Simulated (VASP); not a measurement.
## Pb: the relaxed cell at several levels of theory

How much does the relaxed cell of Pb depend on the functional? The starting structure is a measured crystal structure from the Crystallography Open Database.

Method: Kohn-Sham DFT with plane waves and PAW; PBEsol, r2SCAN, PBE and LDA, in VASP 6.6.1.

## 1. Starting point

It takes space group Fm-3m (No. 225, cubic). The conventional cell has a = 4.950 Å, b = 4.950 Å, c = 4.950 Å, α = 90.00°, β = 90.00°, γ = 90.00°. Nearest to Pb lie 12 Pb at 3.50 Å.

## 2. Relaxation with PBEsol

PBEsol restores the gradient expansion of exchange and is tuned for the cells of solids. This run starts from the cell of an earlier relaxation, which isn't shown; the restart sets up the plane waves anew.

INCAR

```
SYSTEM = Pb
PREC = Accurate
ENCUT = 520
EDIFF = 1E-07
NELM = 100
ISMEAR = 1
SIGMA = 0.15
LREAL = .FALSE.
ALGO = Normal
GGA = PS
NBANDS = 13
LORBIT = 11
LWAVE = .FALSE.
LCHARG = .FALSE.
KPAR = 4
IBRION = 2
NSW = 50
ISIF = 3
EDIFFG = -0.005
LASPH = .TRUE.
```

POSCAR

```
Pb
1.0
    0.0000000000      2.4640159639      2.4640159639
    2.4640159639      0.0000000000      2.4640159639
    2.4640159639      2.4640159639      0.0000000000
Pb
1
Direct
    0.0000000000      0.0000000000      0.0000000000
```

KPOINTS

```
Automatic mesh
0
Gamma
16 16 16
0 0 0
```

Potentials, in the order of the species: Pb_d (PBE family, release 64).

On the command line:

```
$ mpirun -np 4 vasp_std
```

The program printed:

```text
[banner, memory and clock lines left out]
running    4 mpi-ranks, on    1 nodes
 distrk:  each k-point on    1 cores,    4 groups
 distr:  one band on    1 cores,    1 groups

 POSCAR found type information on POSCAR Pb
 POSCAR found :  1 types and       1 ions
|                                                                             |
|               ----> ADVICE to this user running VASP <----                  |
|                                                                             |
|     You enforced a specific xc type in the INCAR file but a different       |
|     [... a line on the potential file left out ...]
|     I HOPE YOU KNOW WHAT YOU ARE DOING!                                     |
|                                                                             |

 LDA part: xc-table for (Slater+PW92), standard interpolation
 POSCAR, INCAR and KPOINTS ok, starting setup
 FFT: planning ... GRIDC
 FFT: planning ... GRID_SOFT
 FFT: planning ... GRID
 WAVECAR not read
 entering main loop
       N       E                     dE             d eps       ncg     rms          rms(c)
DAV:   1     0.107272473833E+03    0.10727E+03   -0.71499E+03  3813   0.126E+03
DAV:   2     0.113180445192E+01   -0.10614E+03   -0.10262E+03  3985   0.313E+02
DAV:   3    -0.389756501072E+01   -0.50294E+01   -0.50036E+01  4715   0.733E+01
DAV:   4    -0.401401585935E+01   -0.11645E+00   -0.11642E+00  4640   0.118E+01
DAV:   5    -0.401921929625E+01   -0.52034E-02   -0.52032E-02  5279   0.234E+00    0.592E-01
DAV:   6    -0.400520101082E+01    0.14018E-01   -0.18158E-02  4856   0.242E+00    0.279E-01
DAV:   7    -0.400174019359E+01    0.34608E-02   -0.73263E-03  4920   0.141E+00    0.920E-02
DAV:   8    -0.400152034811E+01    0.21985E-03   -0.42204E-04  5785   0.344E-01    0.972E-03
DAV:   9    -0.400151846883E+01    0.18793E-05   -0.76470E-06  5007   0.511E-02    0.442E-03
DAV:  10    -0.400151832420E+01    0.14464E-06   -0.61271E-07  4665   0.101E-02    0.141E-04
DAV:  11    -0.400151830334E+01    0.20856E-07   -0.13399E-08  3095   0.115E-03
   1 F= -.40015183E+01 E0= -.40015449E+01  d E =-.400152E+01
 curvature:   0.00 expect dE= 0.000E+00 dE for cont linesearch  0.000E+00
 trial: gam= 0.00000 g(F)=  0.891E-62 g(S)=  0.186E-06 ort = 0.000E+00 (trialstep = 0.100E+01)
 search vector abs. value=  0.186E-06
 reached required accuracy - stopping structural energy minimisation
```

The job ended after 18 s (4 MPI ranks of AMD EPYC 7R43, shared host; peak memory 0.61 GiB).

The logs omit lines about the potential files and the build; timing stands in the text.

From OUTCAR (step 2):

```text
ion  position               nearest neighbor table
   1  0.000  0.000  0.000-

  LATTYP: Found a face centered cubic cell.
 ALAT       =     4.9280319278

 Subroutine GETGRP returns: Found 48 space group operations
 (whereof 48 operations were pure point group operations)

The static configuration has the point symmetry O_h .

 Found    145 irreducible k-points:

   k-points           NKPTS =    145   k-points in BZ     NKDIM =    145   number of bands    NBANDS=     13

   dimension x,y,z NGX =    28 NGY =   28 NGZ =   28
   dimension x,y,z NGXF=    56 NGYF=   56 NGZF=   56

   ENCUT  =  520.0 eV  38.22 Ry    6.18 a.u.   6.48  6.48  6.48*2*pi/ulx,y,z

   NELECT =      14.0000    total number of electrons

 k-points in reciprocal lattice and weights: Automatic mesh
   0.00000000  0.00000000  0.00000000       0.000
   0.06250000  0.00000000  0.00000000       0.002
   0.12500000  0.00000000  0.00000000       0.002
   0.18750000  0.00000000  0.00000000       0.002
   0.25000000  0.00000000  0.00000000       0.002
   0.31250000  0.00000000  0.00000000       0.002
   0.37500000  0.00000000  0.00000000       0.002
   0.43750000  0.00000000  0.00000000       0.002
   0.50000000  0.00000000  0.00000000       0.001
[...]
-0.31250000  0.50000000  0.18750000       0.003
  -0.25000000  0.50000000  0.25000000       0.001

 average (electrostatic) potential at core
       1 -89.9397

 E-fermi :   7.3103

 k-point     1 :       0.0000    0.0000    0.0000
  band No.  band energies     occupation
    ...
      2      -9.7482      2.00000
      3      -9.7482      2.00000
      4      -9.6004      2.00000
      5      -9.6004      2.00000
      6      -4.6097      2.00000
      7      14.7676      0.00000
      8      14.7676      0.00000
      9      14.7676      0.00000
     10      17.0227      0.00000
     11      18.7374      0.00000
    ...

 k-point     2 :       0.0625    0.0000    0.0000
  band No.  band energies     occupation
    ...
      2      -9.7422      2.00000
      3      -9.7422      2.00000
      4      -9.6009      2.00000
      5      -9.6009      2.00000
      6      -4.5334      2.00000
      7      13.7980      0.00000
      8      14.6703      0.00000
      9      14.6703      0.00000
     10      16.8396      0.00000
     11      19.1678      0.00000
    ...

 k-point     3 :       0.1250    0.0000    0.0000
  band No.  band energies     occupation
    ...
      2      -9.7273      2.00000
      3      -9.7273      2.00000
      4      -9.5999      2.00000
      5      -9.5999      2.00000
      6      -4.3042      2.00000
      7      11.9268      0.00000
      8      14.4141      0.00000
      9      14.4141      0.00000
     10      16.5998      0.00000
     11      19.8432      0.00000
    ...

  Total       -0.0011343     -0.0011343     -0.0011343      0.0000000     -0.0000000      0.0000000
  in kB       -0.0607390     -0.0607390     -0.0607390      0.0000000     -0.0000000      0.0000000
  external PRESSURE =      -0.0607390 kB  Pullay stress =       0.0000000 kB

  energy-cutoff  :      520.00
  volume of cell :       29.92
      direct lattice vectors                 reciprocal lattice vectors
     0.000000000  2.464015964  2.464015964    -0.202920763  0.202920763  0.202920763
     2.464015964  0.000000000  2.464015964     0.202920763 -0.202920763  0.202920763
     2.464015964  2.464015964  0.000000000     0.202920763  0.202920763 -0.202920763

 POSITION                                       TOTAL-FORCE (eV/Angst)
 -----------------------------------------------------------------------------------
      0.00000      0.00000      0.00000         0.000000      0.000000      0.000000
 -----------------------------------------------------------------------------------
    total drift:                               -0.000000      0.000000      0.000000

  FREE ENERGIE OF THE ION-ELECTRON SYSTEM (eV)
  ---------------------------------------------------
  free  energy   TOTEN  =        -4.0015183033 eV

  energy  without entropy=       -4.0015979581  energy(sigma->0) =       -4.00154485

 reached required accuracy - stopping structural energy minimisation

 total charge
# of ion       s       p       d       tot
------------------------------------------
    1        1.392   0.748   9.809  11.949

[... 3 further parts left out ...]
```

The PAW data sets were made with PBE, which is usual practice but a small mismatch for other functionals. The run keeps the 48 symmetry operations of its start, so it cannot find a distortion of lower symmetry.

With PBEsol the relaxed cell holds 29.920 Å³ an atom, -1.33 % against the measured cell, with a = 4.928 Å.

## 3. Relaxation with r2SCAN

r2SCAN adds the kinetic-energy density, costs more than a GGA and is run with LASPH. This run starts from the cell of an earlier relaxation, which isn't shown; the restart sets up the plane waves anew.

INCAR, as its differences from that of step 2:

```diff
@@ -9,3 +9,4 @@
 ALGO = Normal
-GGA = PS
+METAGGA = R2SCAN
+LASPH = .TRUE.
 NBANDS = 13
@@ -19,2 +20 @@
 EDIFFG = -0.005
-LASPH = .TRUE.
```

POSCAR

```
Pb
1.0
    0.0000000000      2.4946858141      2.4946858141
    2.4946858141      0.0000000000      2.4946858141
    2.4946858141      2.4946858141      0.0000000000
Pb
1
Direct
    0.0000000000      0.0000000000      0.0000000000
```

KPOINTS is that of step 2.

On the command line:

```
$ mpirun -np 4 vasp_std
```

The program printed:

```text
[banner, memory and clock lines left out]
running    4 mpi-ranks, on    1 nodes
[...]
[... a notice as in an earlier step ...]

 LDA part: xc-table for (None), standard interpolation
 POSCAR, INCAR and KPOINTS ok, starting setup
[...]
entering main loop
       N       E                     dE             d eps       ncg     rms          rms(c)
DAV:   1     0.560613174836E+02    0.56061E+02   -0.72973E+03  3821   0.128E+03
DAV:   2    -0.543168160973E+02   -0.11038E+03   -0.10688E+03  3965   0.320E+02
DAV:   3    -0.596170367469E+02   -0.53002E+01   -0.52760E+01  4694   0.754E+01
DAV:   4    -0.597431525944E+02   -0.12612E+00   -0.12609E+00  4783   0.125E+01
[...]
DAV:  11    -0.562815174020E+02   -0.38596E-05   -0.28601E-05  5201   0.600E-02    0.945E-03
DAV:  12    -0.562815157830E+02    0.16190E-05   -0.13747E-05  4925   0.698E-02    0.147E-03
DAV:  13    -0.562815158266E+02   -0.43545E-07   -0.24646E-07  4370   0.549E-03
   1 F= -.56281516E+02 E0= -.56281439E+02  d E =-.562815E+02
[...]
reached required accuracy - stopping structural energy minimisation
```

Wall time 91 s (4 MPI ranks); peak memory 0.65 GiB.

From OUTCAR (step 3):

```text
  Total       -0.0042180     -0.0042180     -0.0042180     -0.0000000      0.0000000     -0.0000000
  in kB       -0.2176383     -0.2176383     -0.2176383     -0.0000000      0.0000000     -0.0000000
  external PRESSURE =      -0.2176383 kB  Pullay stress =       0.0000000 kB

 POSITION                                       TOTAL-FORCE (eV/Angst)
 -----------------------------------------------------------------------------------
      0.00000      0.00000      0.00000        -0.000000     -0.000000      0.000000
 -----------------------------------------------------------------------------------
    total drift:                               -0.000000     -0.000000     -0.000000

  FREE ENERGIE OF THE ION-ELECTRON SYSTEM (eV)
  ---------------------------------------------------
  free  energy   TOTEN  =       -56.2815158266 eV

  energy  without entropy=      -56.2812866471  energy(sigma->0) =      -56.28143943

[... 2 parts as in an earlier step ...]

[... 2 further parts left out ...]
[key lines of the parts left out:]
E-fermi :   7.0364
```

With r2SCAN the relaxed cell holds 31.051 Å³ an atom, +2.41 % against the measured cell, with a = 4.989 Å. That is +3.78 % from PBEsol.

## 4. Relaxation with PBE

PBE, the usual starting point, adds the gradient of the density. This run starts from the cell of an earlier relaxation, which isn't shown; the restart sets up the plane waves anew.

INCAR, as its differences from that of step 3:

```diff
@@ -9,4 +9,3 @@
 ALGO = Normal
-METAGGA = R2SCAN
-LASPH = .TRUE.
+GGA = PE
 NBANDS = 13
@@ -20 +19,2 @@
 EDIFFG = -0.005
+LASPH = .TRUE.
```

POSCAR

```
Pb
1.0
    0.0000000000      2.5149031635      2.5149031635
    2.5149031635      0.0000000000      2.5149031635
    2.5149031635      2.5149031635      0.0000000000
Pb
1
Direct
    0.0000000000      0.0000000000      0.0000000000
```

KPOINTS is that of step 3.

On the command line:

```
$ mpirun -np 4 vasp_std
```

The program printed:

```text
[banner, memory and clock lines left out]
running    4 mpi-ranks, on    1 nodes
[...]
LDA part: xc-table for (Slater+PW92), standard interpolation
 POSCAR, INCAR and KPOINTS ok, starting setup
[...]
entering main loop
       N       E                     dE             d eps       ncg     rms          rms(c)
DAV:   1     0.106814475903E+03    0.10681E+03   -0.71572E+03  3803   0.124E+03
DAV:   2     0.164441264778E+01   -0.10517E+03   -0.10197E+03  3950   0.305E+02
DAV:   3    -0.344905272024E+01   -0.50935E+01   -0.50752E+01  4736   0.731E+01
DAV:   4    -0.356892969639E+01   -0.11988E+00   -0.11985E+00  4569   0.121E+01
[...]
DAV:   9    -0.356453385638E+01    0.20024E-05   -0.12026E-05  5158   0.593E-02    0.479E-03
DAV:  10    -0.356453338772E+01    0.46866E-06   -0.13576E-06  4520   0.127E-02    0.342E-04
DAV:  11    -0.356453341557E+01   -0.27848E-07   -0.45233E-08  3210   0.308E-03
   1 F= -.35645334E+01 E0= -.35643944E+01  d E =-.356453E+01
[...]
reached required accuracy - stopping structural energy minimisation
```

Elapsed: 17 s, on 4 MPI ranks; peak memory 0.63 GiB; 66 s of CPU time.

From OUTCAR (step 4):

```text
  Total       -0.0008116     -0.0008116     -0.0008116     -0.0000000      0.0000000     -0.0000000
  in kB       -0.0408737     -0.0408737     -0.0408737     -0.0000000      0.0000000     -0.0000000
  external PRESSURE =      -0.0408737 kB  Pullay stress =       0.0000000 kB

 POSITION                                       TOTAL-FORCE (eV/Angst)
 -----------------------------------------------------------------------------------
      0.00000      0.00000      0.00000         0.000000      0.000000      0.000000
 -----------------------------------------------------------------------------------
    total drift:                               -0.000000     -0.000000     -0.000000

  FREE ENERGIE OF THE ION-ELECTRON SYSTEM (eV)
  ---------------------------------------------------
  free  energy   TOTEN  =        -3.5645334156 eV

  energy  without entropy=       -3.5641164211  energy(sigma->0) =       -3.56439442

[... 2 parts as in an earlier step ...]

[... 2 further parts left out ...]
[key lines of the parts left out:]
E-fermi :   6.8362
```

With PBE the relaxed cell holds 31.812 Å³ an atom, +4.92 % against the measured cell, with a = 5.030 Å. That is +6.32 % from PBEsol.

## 5. Relaxation with LDA

LDA, the lowest rung, knows the local density alone. This run starts from the cell of an earlier relaxation, which isn't shown; the restart sets up the plane waves anew.

INCAR, as its differences from that of step 4:

```diff
@@ -9,3 +9,3 @@
 ALGO = Normal
-GGA = PE
+GGA = CA
 NBANDS = 13
```

POSCAR

```
Pb
1.0
    0.0000000000      2.4406373583      2.4406373583
    2.4406373583      0.0000000000      2.4406373583
    2.4406373583      2.4406373583      0.0000000000
Pb
1
Direct
    0.0000000000      0.0000000000      0.0000000000
```

KPOINTS is that of step 4.

The projector-augmented-wave data sets are Pb_d (LDA family, release 64).

On the command line:

```
$ mpirun -np 4 vasp_std
```

The program printed:

```text
[banner, memory and clock lines left out]
running    4 mpi-ranks, on    1 nodes
[...]
LDA part: xc-table for (Slater(with rela. corr.)+CA(PZ))
 , standard interpolation
 POSCAR, INCAR and KPOINTS ok, starting setup
[...]
entering main loop
       N       E                     dE             d eps       ncg     rms          rms(c)
DAV:   1     0.107815663342E+03    0.10782E+03   -0.71378E+03  3798   0.127E+03
DAV:   2     0.915532720220E+00   -0.10690E+03   -0.10342E+03  3950   0.315E+02
DAV:   3    -0.415102779021E+01   -0.50666E+01   -0.50443E+01  4613   0.737E+01
DAV:   4    -0.426747311175E+01   -0.11645E+00   -0.11641E+00  4695   0.117E+01
[...]
DAV:   9    -0.425622556415E+01    0.11367E-05   -0.76808E-06  5161   0.496E-02    0.373E-03
DAV:  10    -0.425622570275E+01   -0.13860E-06   -0.31900E-07  4650   0.701E-03    0.114E-04
DAV:  11    -0.425622570166E+01    0.10909E-08   -0.92190E-09  3155   0.996E-04
   1 F= -.42562257E+01 E0= -.42562651E+01  d E =-.425623E+01
[...]
reached required accuracy - stopping structural energy minimisation
```

The job ended after 16 s (4 MPI ranks; peak memory 0.58 GiB; 62 s of CPU time).

OUTCAR, selected parts (step 5):

```text
  Total       -0.0010643     -0.0010643     -0.0010643      0.0000000     -0.0000000      0.0000000
  in kB       -0.0586466     -0.0586466     -0.0586466      0.0000000     -0.0000000      0.0000000
  external PRESSURE =      -0.0586466 kB  Pullay stress =       0.0000000 kB

 POSITION                                       TOTAL-FORCE (eV/Angst)
 -----------------------------------------------------------------------------------
      0.00000      0.00000      0.00000        -0.000000      0.000000      0.000000
 -----------------------------------------------------------------------------------
    total drift:                               -0.000000     -0.000000     -0.000000

  FREE ENERGIE OF THE ION-ELECTRON SYSTEM (eV)
  ---------------------------------------------------
  free  energy   TOTEN  =        -4.2562257017 eV

  energy  without entropy=       -4.2563438430  energy(sigma->0) =       -4.25626508

[... 2 parts as in an earlier step ...]

[... 2 further parts left out ...]
[key lines of the parts left out:]
E-fermi :   7.5481
```

With LDA the relaxed cell holds 29.076 Å³ an atom, -4.11 % against the measured cell, with a = 4.881 Å. That is -2.82 % from PBEsol.

## 6. All runs side by side

```csv
level,volume (Å³/atom),against the measured cell (%),a (Å),pressure left (GPa),core minutes
PBEsol,29.92,-1.33,4.928,-0.01,3.92
r2SCAN,31.051,2.41,4.9894,-0.02,27.1
PBE,31.812,4.92,5.0298,0.0,5.25
LDA,29.076,-4.11,4.8813,-0.01,4.83
```

Core minutes are wall time times ranks, summed over the relaxations behind a row (those for a bulk modulus apart), on shared hosts.

## 7. Summary of results

| Item | Value |
| --- | --- |
| volume, PBEsol | 29.92 Å³/atom |
| volume, r2SCAN | 31.05 Å³/atom |
| volume, PBE | 31.81 Å³/atom |
| volume, LDA | 29.08 Å³/atom |

What this shows: Across 4 levels the volume of Pb spans 9.4 %, from 29.08 Å³ an atom (LDA) to 31.81 Å³ (PBE). Against the measured volume of the starting structure, PBEsol comes nearest (-1.3 %) and PBE lies farthest (+4.9 %). The measured cell holds zero-point expansion and, unless it was taken cold, thermal expansion, which the runs lack, so small differences decide nothing. Spin-orbit coupling is left out of all runs, which can matter with elements this heavy. All runs keep the symmetry of the start, so they can't find a distortion of lower symmetry.

[Lines on the potential files, build, host, timing and source positions are cut from VASP's logs without a mark.]

[Logs are printed without paths, hosts, clocks, repeated set-up lines and the standing remarks that a program may print on its own settings, such as how far it seeks lower states.]

[Hosts, paths, dates, database ids (printed as entryN), source tags and the programs' standing remarks are cut or masked in the printed files.]
